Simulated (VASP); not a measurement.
Zr2CrN2:

```
Zr Cr N
1.0
     4.23495    0.00000    0.00000
    -2.11747    3.66757    0.00000
     0.00000    0.00000    4.65544
Zr Cr N
2 1 2
Direct
  0.33333 0.66667 0.50000
  0.66667 0.33333 0.50000
  0.00000 0.00000 0.00000
  0.00000 0.00000 0.32926
  0.00000 0.00000 0.67074
```

The cell was built by a generator and needn't be a form met in nature.

- Program: VASP 6.6.1
- Task: relaxation of cell and atoms
- Functional: PBE
- Potentials or basis: VASP PAW PBE potentials, release 64 (Zr_sv, Cr_pv, N)
- Cutoff: 520 eV
- k mesh: 4 × 4 × 3
- Occupations: gaussian, width 0.15 eV
- Spin: collinear spin, ferromagnetic start
- Starting moments: [0.0, 0.0, 3.0, 0.0, 0.0] μB

At the start: pressure 33.2 GPa; volume 14.46 Å³/atom.

Problem. How do energy, volume and symmetry change on relaxing?

Solution. Over 20 steps the energy falls by 761.5 meV/atom and the volume is 18.28 Å³/atom (+26.4 %); space group P6/mmm (No. 191, to 0.05 Å); moment 0.20 μB per cell.

Step by step:
```tsv
step	energy change (eV)	largest force (eV/Å)	pressure (GPa)	volume (Å³)
1	0.0000	13.3895	33.24	72.31
2	345.5166	2107.7526	197.47	107.52
3	-2.5848	2.8584	25.26	72.63
4	-2.6238	2.6083	25.06	72.74
5	-2.9351	3.3905	20.92	75.06
6	-1.4015	2.4292	-14.69	98.58
7	-1.9257	1.5054	-4.96	86.38
8	-2.7805	0.0511	-0.88	83.30
9	-2.7885	0.2956	0.74	82.17
10	-3.5739	2.2052	4.69	85.43
11	-3.5753	2.1976	2.91	85.39
12	-3.5912	1.8285	3.26	84.73
13	-3.5552	3.4617	3.42	90.08
14	-3.7511	0.1196	4.19	87.07
15	-3.7634	0.7851	4.25	87.93
16	-3.7809	0.1292	-2.75	94.74
17	-3.8058	0.4170	0.03	91.71
18	-3.8057	0.4356	0.26	91.57
19	-3.7993	0.8977	0.04	91.04
20	-3.8076	0.0071	0.22	91.40
```

Final structure:
```xyz
5
Lattice="4.6679 0.0000 0.0000 -2.3340 4.0425 0.0000 0.0000 0.0000 4.8437" Properties=species:S:1:pos:R:3 pbc="T T T"
Zr    0.0000    2.6950    2.4218
Zr    2.3340    1.3475    2.4218
Cr    0.0000    0.0000    0.0000
N     0.0000    0.0000    1.7879
N     0.0000    0.0000    3.0558
```

Caveat: the k mesh is coarse (spacing up to 0.45 Å⁻¹), so the values aren't converged; the volume moved by over 15 % at a fixed basis, so the end points are rough.
